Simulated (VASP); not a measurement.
BN (zinc blende): the LDA gap over mesh and path against the volume, with the cell scaled uniformly; LDA's own equilibrium is at 5.753 Å³/atom. VASP (PAW), 520 eV cut-off, 14×14×14 Γ-centred mesh, Gaussian smearing of 0.050 eV, potentials B N.  Fit the value as a straight line in ln V.

```tsv
V (Å³/atom)	LDA gap over mesh and path (eV)
5.062	4.513
5.235	4.478
5.407	4.443
5.58	4.408
5.753	4.374
5.925	4.339
```

Task: Fit the rows as the text says and predict the value at 6.098.

Result: The slope against ln V is -1.10 eV, the volume deformation potential of this gap. The line misses the rows by up to 0.002 and gives 4.309 at 6.098. The run gave 4.305, -0.004 from the line.

Left out are failed runs and those whose mesh is unfit for this quantity.

The compound is BN in the zinc blende structure.
